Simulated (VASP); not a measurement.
Level of theory: RPBE GGA, VASP's PBE PAW potentials (set 64) (plane waves; VASP).

A VASP calculation is set up with these files.

INCAR:
```
# general
SYSTEM=KCl
PREC  =Accurate
ENCUT =520   # plane-wave cut-off (eV)
LREAL =F   # projection in real space or not
LASPH =T   # aspherical one-centre terms

# electronic loop
EDIFF =1E-7   # SCF stop (eV)
NELM  =100
ALGO  =Normal   # blocked Davidson

# smearing
ISMEAR=-5   # tetrahedra, Bloechl

# functional
GGA   =RP

# ions
ISIF  =2   # forces and stress, cell fixed

# output
LWAVE =F
LCHARG=T
LORBIT=11   # lm-projected
NEDOS =601
```

KPOINTS:
```
kpoints
0
Gamma
  8 8 8
0 0 0
```

File POSCAR:
```
KCl
3.2896540
  0.0000000000   1.0000000995   1.0000000995
  1.0000000995   0.0000000000   1.0000000995
  1.0000000995   1.0000000995   0.0000000000
K Cl
1 1
Cart
  0.0000000000   0.0000000000   0.0000000000
  1.0000000995   1.0000000995   1.0000000995
```

POTCAR, in this order: K_sv Cl (PBE.64 set). Program: vasp_std.

What does the run give for the energy per atom (σ→0), band gap (on the k-mesh)?

The energy per atom (σ→0) is -3.258 eV/atom and the band gap (on the k-mesh) comes out as 5.09 eV.

### OSZICAR
```
...
DAV:   9    -0.651409455590E+01   -0.23396E-02   -0.32249E-03   900   0.424E-01    0.128E-01
DAV:  10    -0.651548171523E+01   -0.13872E-02   -0.17729E-03   784   0.389E-01    0.183E-02
DAV:  11    -0.651551375273E+01   -0.32037E-04   -0.62582E-05  1064   0.580E-02    0.836E-03
DAV:  12    -0.651552669032E+01   -0.12938E-04   -0.16108E-05   828   0.369E-02    0.320E-03
DAV:  13    -0.651552803706E+01   -0.13467E-05   -0.20722E-06   872   0.131E-02    0.942E-04
DAV:  14    -0.651552836193E+01   -0.32487E-06   -0.45759E-07   852   0.610E-03    0.237E-04
DAV:  15    -0.651552840023E+01   -0.38301E-07   -0.11870E-08   680   0.102E-03
   1 F= -.65155284E+01 E0= -.65155284E+01  d E =0.000000E+00
```

The compound is KCl in the rock salt structure. It was relaxed first, which changed the volume by +14 %.
